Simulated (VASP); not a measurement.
Input:

```yaml
crystal:
  lattice:
    - [3.21925, 0.00000, 0.00000]
    - [-1.60962, 2.78795, 0.00000]
    - [0.00000, 0.00000, 13.12104]
  atoms:
    - { symbol: W, position: [0.33333, 0.66667, 0.25000] }
    - { symbol: W, position: [0.66667, 0.33333, 0.75000] }
    - { symbol: S, position: [0.33333, 0.66667, 0.62980] }
    - { symbol: S, position: [0.66667, 0.33333, 0.37020] }
    - { symbol: S, position: [0.66667, 0.33333, 0.12980] }
    - { symbol: S, position: [0.33333, 0.66667, 0.87020] }
```

Level of theory: PBEsol GGA, VASP's PBE PAW potentials (set 64) (plane waves; VASP 6.6.1). Run with 300 eV cut-off, 12×12×3 Γ-centred mesh, Gaussian smearing of 0.010 eV, potentials W_sv S.

At this cut-off the stress carries a Pulay error, which pulls relaxed volumes low.

Problem. Which forces act on the atoms, in eV/Å?

Solution. 
| atom | Fx | Fy | Fz |
|---|---|---|---|
| W1 | 0.000 | 0.000 | 0.000 |
| W2 | 0.000 | 0.000 | 0.000 |
| S3 | 0.000 | 0.000 | 0.636 |
| S4 | 0.000 | 0.000 | -0.636 |
| S5 | 0.000 | 0.000 | 0.636 |
| S6 | 0.000 | 0.000 | -0.636 |

Problem. Give the stress tensor in GPa (positive for a compressed cell).

Solution. 
```
-8.47   0.00   0.00
 0.00  -8.47   0.00
 0.00   0.00  -6.48
```
The pressure is its mean diagonal, -7.81 GPa.

The structure comes from a computed database's WS2 entry; how it stands against other phases isn't given here. The cell was not relaxed at this level.
